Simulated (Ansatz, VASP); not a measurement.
## Mg72H143 (V_H): VASP beside Ansatz

Wanted: the spread between two codes on one cell, functional and k mesh. The cell is taken from a series of runs on this material, whose earlier steps may have relaxed, scaled, displaced or heated it; both programs get it as it stands.

Main program and level: Ansatz 0.2.0; plane waves, with VASP 6.6.1 beside it; single point at PBEsol.

**1. The structure**

The cell holds 215 atoms: 72 Mg and 143 H. Cell: a = 16.181 Å, b = 16.181 Å, c = 12.663 Å, α = 54.1°, β = 54.1°, γ = 71.9°. It derives from MgH2 (MgH2 (P4_2/mnm)). Nearest the centre at fractional (0.315, 0.518, 0.625): Mg37 at 2.06 Å, Mg16 at 2.10 Å, Mg47 at 2.10 Å, H103 at 2.42 Å, H144 at 2.67 Å, H145 at 2.67 Å, H148 at 2.67 Å, H141 at 2.68 Å. The cell carries charge +1.

**2. VASP: single point, PBEsol**

A single point gives forces, pressure and levels at one fixed geometry, so differences don't come from the geometry; what else differs is listed under the comparison.

Lines of VASP's logs that name or quote its potential files are left out, and so is its time.

File INCAR:

```
SYSTEM = Mg72H143
PREC = Accurate
ENCUT = 520
EDIFF = 1E-06
NELM = 120
ISMEAR = -1
SIGMA = 0.01
LREAL = Auto
ALGO = Normal
GGA = PS
NELECT = 286
NBANDS = 293
LORBIT = 11
LWAVE = .FALSE.
LCHARG = .FALSE.
ISIF = 2
LASPH = .TRUE.
GGA_COMPAT = .FALSE.
EFERMI = MIDGAP
```

File POSCAR:

```
Mg72H143
1.0
    0.0000000000     13.4315554587      9.0232220990
   13.4315554587      0.0000000000      9.0232220990
    8.9543703058      8.9543703058      0.0000000000
Mg H
72 143
Direct
    0.0835187016      0.0829602284      0.1249046326
    0.2505046587      0.2497292271      0.3745699447
[... 3 atom lines left out ...]
    0.2490074350      0.2517838412      0.8741105488
[... 2 atom lines left out ...]
    0.0832252442      0.4163019102      0.1253381143
    0.2506449152      0.5827361301      0.3746540714
    0.9981972878      0.3303946756      0.0032541346
[... 1 atom line left out ...]
    0.0833732537      0.4158014483      0.6251745364
    0.2508450925      0.5828947286      0.8744992900
[... 1 atom line left out ...]
    0.1549945707      0.5012050115      0.7575422396
[... 4 atom lines left out ...]
    0.0827599803      0.7508022887      0.6246016908
[... 12 atom lines left out ...]
    0.5817872742      0.5845497311      0.3749989369
    0.3336209451      0.3338870258      0.9994401207
    0.4996570413      0.4999275385      0.2496786810
    0.4238072890      0.4097620998      0.6245451676
[... 1 atom line left out ...]
    0.3333710800      0.3333620902      0.4993346719
    0.5002014078      0.5001643900      0.7497804874
    0.4172521691      0.7503242451      0.1238366626
[... 2 atom lines left out ...]
    0.5031974128      0.8353392871      0.2458797280
    0.4177912556      0.7501646878      0.6239681268
[... 1 atom line left out ...]
    0.3323776124      0.6785257471      0.4916102594
[... 32 atom lines left out ...]
    0.1852141583      0.3158296044      0.1231799220
[... 7 atom lines left out ...]
    0.1850718486      0.3150939248      0.6253666347
[... 9 atom lines left out ...]
    0.1693481616      0.4978268134      0.5994712120
    0.1463560456      0.3524592946      0.8756040138
[... 1 atom line left out ...]
    0.1695012396      0.4984451807      0.8986393618
    0.0115063575      0.4795791698      0.8814043569
    0.1877804120      0.6457790344      0.6245250048
[... 2 atom lines left out ...]
    0.1494608005      0.6838940412      0.3771765625
[... 5 atom lines left out ...]
    0.0021534695      0.6641663839      0.8471603654
    0.1691773658      0.8311346427      0.5966122168
    0.1496735875      0.6840627679      0.8720976799
[... 1 atom line left out ...]
    0.0023613441      0.6644337047      0.6525761445
[... 18 atom lines left out ...]
    0.5219729880      0.3115746505      0.6246525663
[... 2 atom lines left out ...]
    0.4818195922      0.3514138412      0.3778623553
[... 2 atom lines left out ...]
    0.4949355877      0.5016657122      0.4052259300
    0.3514909295      0.4817008915      0.3731399456
    0.5176962376      0.6483131140      0.1259479765
    0.3318294433      0.3387178698      0.8438516874
    0.4949082299      0.5013581374      0.5996159905
    0.4821670914      0.3517275626      0.8711546308
[... 1 atom line left out ...]
    0.3322283564      0.3386470757      0.6494707773
[... 1 atom line left out ...]
    0.3518672886      0.4820261004      0.8759900895
    0.5184563508      0.6484448305      0.6237588392
    0.3351767666      0.6640302928      0.3504844899
[... 1 atom line left out ...]
    0.4811249816      0.6871787405      0.3735421547
[... 3 atom lines left out ...]
    0.3540049740      0.8220334103      0.3676946557
[... 5 atom lines left out ...]
    0.3357335422      0.6642507109      0.6496439839
[... 50 atom lines left out ...]
    0.8517799958      0.9817780916      0.6245988563
```

File KPOINTS:

```
Automatic mesh
0
Gamma
1 1 1
0 0 0
```

The projector-augmented-wave data sets are Mg and H (PBE family, release 64).

Command:

```sh
> export OMP_NUM_THREADS=3
> mpirun -np 1 vasp_gam
```

Numbers of over 12 decimals in the logs are rounded to 6 here.

The program printed:

```text
[banner, memory and clock lines left out]
running    1 mpi-ranks, on    1 nodes
[...]
Offloading initialized ...    1 GPUs detected
[...]
|                                                                             |
|               ----> ADVICE to this user running VASP <----                  |
|                                                                             |
|     You enforced a specific xc type in the INCAR file but a different       |
|     [... a line on the potential file left out ...]
|     I HOPE YOU KNOW WHAT YOU ARE DOING!                                     |
|                                                                             |

 LDA part: xc-table for (Slater+PW92), standard interpolation
 POSCAR, INCAR and KPOINTS ok, starting setup
[...]
entering main loop
       N       E                     dE             d eps       ncg     rms          rms(c)
DAV:   1     0.824707424650E+03    0.82471E+03   -0.10755E+05   594   0.817E+02
DAV:   2    -0.469462481036E+03   -0.12942E+04   -0.10971E+04   844   0.145E+02
DAV:   3    -0.671429235241E+03   -0.20197E+03   -0.19783E+03   708   0.488E+01
DAV:   4    -0.677480013024E+03   -0.60508E+01   -0.60379E+01   724   0.902E+00
DAV:   5    -0.677509451307E+03   -0.29438E-01   -0.29436E-01   692   0.765E-01BRMIX: very serious problems
 the old and the new charge density differ
 old charge density:   287.00000 new  286.00000
    0.366E+01
DAV:   6    -0.646494671775E+03    0.31015E+02   -0.16942E+01   684   0.469E+00    0.189E+01
DAV:   7    -0.635221111876E+03    0.11274E+02   -0.23676E+01   644   0.582E+00    0.276E+00
DAV:   8    -0.635431153984E+03   -0.21004E+00   -0.86816E-01   692   0.128E+00    0.787E-01
DAV:   9    -0.635419338177E+03    0.11816E-01   -0.82776E-02   684   0.362E-01    0.357E-01
[...]
DAV:  13    -0.635417960602E+03   -0.81727E-05   -0.13905E-04   692   0.189E-02    0.683E-03
DAV:  14    -0.635417962732E+03   -0.21300E-05   -0.33650E-05   668   0.708E-03    0.398E-03
DAV:  15    -0.635417962843E+03   -0.11059E-06   -0.34036E-06   620   0.243E-03
   1 F= -.63541796E+03 E0= -.63541796E+03  d E =0.000000E+00
```

From OUTCAR (step 2):

```text
  FREE ENERGIE OF THE ION-ELECTRON SYSTEM (eV)
  ---------------------------------------------------
  free  energy   TOTEN  =      -635.4179628426 eV

  energy  without entropy=     -635.4179628426  energy(sigma->0) =     -635.41796284
```

The run ends at a pressure of -0.49 GPa, with forces up to 0.78 eV/Å.

[end of part 1 of 2]

[Lines on the potential files, build, host, timing and source positions are cut from VASP's logs without a mark.]

[Logs are printed without paths, hosts, clocks, repeated set-up lines and the standing remarks that a program may print on its own settings, such as how far it seeks lower states.]

[Hosts, paths, dates, database ids (printed as entryN), source tags and the programs' standing remarks are cut or masked in the printed files.]
